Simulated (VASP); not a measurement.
Output of a VASP run:

**OUTCAR**
```
 ion  position               nearest neighbor table
   1  0.333  0.667  0.250-   2 2.54   2 2.54   2 2.54   2 2.54   2 2.54   2 2.54
   2  0.667  0.333  0.750-   1 2.54   1 2.54   1 2.54   1 2.54   1 2.54   1 2.54
  LATTYP: Found a hexagonal cell.
 ALAT       =     2.5191981056
 C/A-ratio  =     1.6520846609
 Subroutine PRICEL returns:
 Original cell was already a primitive cell.
 Subroutine GETGRP returns: Found 24 space group operations
The static configuration has the point symmetry D_3d.
 The point group associated with its full space group is D_6h.
The dynamic configuration has the point symmetry D_3d.
 Subroutine INISYM returns: Found 24 space group operations
 Subroutine IBZKPT returns following result:
 Found    135 irreducible k-points:

 Following reciprocal coordinates:
            Coordinates               Weight
  0.000000  0.000000  0.000000      1.000000
  0.066667 -0.000000  0.000000      6.000000
  0.133333 -0.000000  0.000000      6.000000
  0.200000 -0.000000  0.000000      6.000000
  0.266667 -0.000000  0.000000      6.000000
  0.333333 -0.000000  0.000000      6.000000
  0.400000 -0.000000  0.000000      6.000000
  0.466667 -0.000000  0.000000      6.000000
  0.066667  0.066667  0.000000      6.000000
  0.133333  0.066667  0.000000     12.000000
  0.200000  0.066667  0.000000     12.000000
  0.266667  0.066667  0.000000     12.000000
  0.333333  0.066667  0.000000     12.000000
  0.400000  0.066667  0.000000     12.000000
  0.466667  0.066667  0.000000      6.000000
  0.133333  0.133333  0.000000      6.000000
  0.200000  0.133333  0.000000     12.000000
  0.266667  0.133333  0.000000     12.000000
  0.333333  0.133333  0.000000     12.000000
  0.400000  0.133333  0.000000     12.000000
  0.200000  0.200000  0.000000      6.000000
  0.266667  0.200000  0.000000     12.000000
  0.333333  0.200000  0.000000     12.000000
  0.400000  0.200000  0.000000      6.000000
  0.266667  0.266667  0.000000      6.000000
  0.333333  0.266667  0.000000     12.000000
  0.333333  0.333333  0.000000      2.000000
  0.000000  0.000000  0.125000      2.000000
  0.066667 -0.000000  0.125000     12.000000
  0.133333 -0.000000  0.125000     12.000000
  0.200000 -0.000000  0.125000     12.000000
  0.266667 -0.000000  0.125000     12.000000
  0.333333 -0.000000  0.125000     12.000000
  0.400000 -0.000000  0.125000     12.000000
  0.466667 -0.000000  0.125000     12.000000
  0.066667  0.066667  0.125000     12.000000
  0.133333  0.066667  0.125000     24.000000
  0.200000  0.066667  0.125000     24.000000
  0.266667  0.066667  0.125000     24.000000
  0.333333  0.066667  0.125000     24.000000
   k-points           NKPTS =    135   k-points in BZ     NKDIM =    135   number of bands    NBANDS=     15
   number of dos      NEDOS =    301   number of ions     NIONS =      2
   total plane-waves  NPLWV =   7168
   dimension x,y,z NGX =    16 NGY =   16 NGZ =   28
   dimension x,y,z NGXF=    32 NGYF=   32 NGZF=   56
   ions per type =               2
   PREC   = accura    normal or accurate (medium, high low for compatibility)
   ISTART =      0    job   : 0-new  1-cont  2-samecut
   ICHARG =      2    charge: 1-file 2-atom 10-const
   ISPIN  =      1    spin polarized calculation?
   LNONCOLLINEAR =      F non collinear calculations
   LSORBIT =      F    spin-orbit coupling
   INIWAV =      1    electr: 0-lowe 1-rand  2-diag
   ENCUT  =  400.0 eV  29.40 Ry    5.42 a.u.   4.11  4.11  6.79*2*pi/ulx,y,z
   NELM   =    100;   NELMIN=  2; NELMDL= -5     # of ELM steps
   EDIFF  = 0.1E-07   stopping-criterion for ELM
   LREAL  =      F    real-space projection
   NLSPLINE    = F    spline interpolate recip. space projectors
   LMAXMIX     =    4 max onsite mixed and CHGCAR
   VOSKOWN=      0    Vosko Wilk Nusair interpolation
   EDIFFG = -.1E-02   stopping-criterion for IOM
   NSW    =     30    number of steps for IOM
...
```

**OSZICAR**
```
       N       E                     dE             d eps       ncg     rms          rms(c)
DAV:   1     0.970736234233E+02    0.97074E+02   -0.94611E+03  4290   0.228E+03
DAV:   2    -0.226931736365E+02   -0.11977E+03   -0.11556E+03  4050   0.312E+02
DAV:   3    -0.267035269492E+02   -0.40104E+01   -0.39406E+01  5065   0.889E+01
DAV:   4    -0.267322837017E+02   -0.28757E-01   -0.28754E-01  4927   0.708E+00
DAV:   5    -0.267327705622E+02   -0.48686E-03   -0.48686E-03  5550   0.799E-01    0.111E+01
DAV:   6    -0.229255695764E+02    0.38072E+01   -0.23290E+01  4169   0.144E+02    0.697E+00
DAV:   7    -0.216537539666E+02    0.12718E+01   -0.42672E+00  4218   0.573E+01    0.548E-01
DAV:   8    -0.216612002883E+02   -0.74463E-02   -0.19530E-01  5729   0.118E+01    0.120E+00
DAV:   9    -0.216284479147E+02    0.32752E-01   -0.50037E-02  5413   0.662E+00    0.103E-01
DAV:  10    -0.216361650858E+02   -0.77172E-02   -0.21413E-02  4741   0.221E+00    0.420E-02
DAV:  11    -0.216380180472E+02   -0.18530E-02   -0.29637E-04  5484   0.282E-01    0.335E-02
DAV:  12    -0.216384874737E+02   -0.46943E-03   -0.12689E-04  5367   0.229E-01    0.193E-02
DAV:  13    -0.216388759808E+02   -0.38851E-03   -0.18557E-04  5419   0.214E-01    0.880E-03
DAV:  14    -0.216388774911E+02   -0.15104E-05   -0.37349E-06  5234   0.230E-02    0.800E-03
DAV:  15    -0.216388749971E+02    0.24941E-05   -0.16173E-07  4519   0.455E-03    0.758E-03
DAV:  16    -0.216388710466E+02    0.39504E-05   -0.28143E-06  5135   0.481E-02    0.897E-04
DAV:  17    -0.216388712263E+02   -0.17963E-06   -0.71019E-08  5826   0.294E-03    0.691E-04
DAV:  18    -0.216388723660E+02   -0.11397E-05   -0.71064E-09  2746   0.210E-03    0.310E-04
DAV:  19    -0.216388723533E+02    0.12693E-07   -0.12099E-08  3640   0.242E-03    0.505E-05
DAV:  20    -0.216388724128E+02   -0.59498E-07   -0.28962E-09  2214   0.116E-03    0.608E-05
DAV:  21    -0.216388723917E+02    0.21074E-07   -0.98428E-10  2137   0.633E-04    0.186E-05
DAV:  22    -0.216388723516E+02    0.40130E-07   -0.49588E-10  2144   0.447E-04    0.197E-05
DAV:  23    -0.216388723668E+02   -0.15150E-07   -0.15257E-10  2116   0.250E-04    0.579E-06
DAV:  24    -0.216388723561E+02    0.10658E-07   -0.69248E-11  2137   0.150E-04    0.653E-06
DAV:  25    -0.216388723588E+02   -0.26926E-08   -0.27847E-11  2102   0.104E-04
   1 F= -.21638872E+02 E0= -.21639075E+02  d E =-.216389E+02
```

**OUTCAR**
```
------------------------ aborting loop because EDIFF is reached ----------------------------------------
  FORCE on cell =-STRESS in cart. coord.  units (eV):
  Direction    XX          YY          ZZ          XY          YZ          ZX
  --------------------------------------------------------------------------------------
  Total       -0.0198475     -0.0198475     -0.0070346     -0.0000000      0.0000000      0.0000000
  in kB       -1.3901623     -1.3901623     -0.4927217     -0.0000000      0.0000000      0.0000000
  external PRESSURE =      -1.0910154 kB  Pullay stress =       0.0000000 kB
  volume of cell :       22.87
      direct lattice vectors                 reciprocal lattice vectors
     2.519198106  0.000000000  0.000000000     0.396951712  0.229180175  0.000000000
    -1.259599053  2.181689580  0.000000000     0.000000000  0.458360350  0.000000000
     0.000000000  0.000000000  4.161928548     0.000000000  0.000000000  0.240273226
 POSITION                                       TOTAL-FORCE (eV/Angst)
 -----------------------------------------------------------------------------------
     -0.00000      1.45446      1.04048         0.000000      0.000000      0.000000
      1.25960      0.72723      3.12145        -0.000000     -0.000000      0.000000
 -----------------------------------------------------------------------------------
    total drift:                               -0.000050      0.000048     -0.000014
  FREE ENERGIE OF THE ION-ELECTRON SYSTEM (eV)
  ---------------------------------------------------
  free  energy   TOTEN  =       -21.6388723588 eV

  energy  without entropy=      -21.6394811279  energy(sigma->0) =      -21.63907528

 reached required accuracy - stopping structural energy minimisation
```
(Selected blocks of OUTCAR.)

**POSCAR**
```
Cu
1
    2.5191981056     0.0000000000     0.0000000000
   -1.2595990528     2.1816895804     0.0000000000
    0.0000000000     0.0000000000     4.1619285481
Cu
2
Direct
  0.3333330000   0.6666670000   0.2500000000
  0.6666670000   0.3333330000   0.7500000000
```

Problem. Write an INCAR and KPOINTS that could have produced this output.

Solution. One answer among several that fit: the input of the run itself, r2SCAN meta-GGA, plane waves, VASP's PBE PAW potentials (set 64).

### KPOINTS
```
Automatic
0
gamma
 15 15 8
```

INCAR:
```
! general
SYSTEM  = Cu
PREC    = Accurate
ENCUT   = 400
LREAL   = F   ! projection in real space or not
LASPH   = T   ! aspherical one-centre terms

! electronic loop
EDIFF   = 1E-8
NELM    = 100   ! most electronic steps
ALGO    = Normal
LMAXMIX = 4   ! l cut-off of mixed one-centre charges
LMIXTAU = T

! smearing
ISMEAR  = 1   ! Methfessel-Paxton
SIGMA   = 0.1

! functional
METAGGA = R2SCAN

! ions
IBRION  = 1   ! quasi-Newton
NSW     = 30   ! most ionic steps
ISIF    = 2   ! forces and stress, cell fixed
EDIFFG  = -0.001

! output
LWAVE   = F
LCHARG  = F
```

POTCAR, in this order: Cu (PBE.64 set). Program: vasp_std.

The structure comes from a computed database's Cu entry (P6_3/mmc); how it stands against other phases isn't given here. It was relaxed first. The start is the result of an earlier pass.
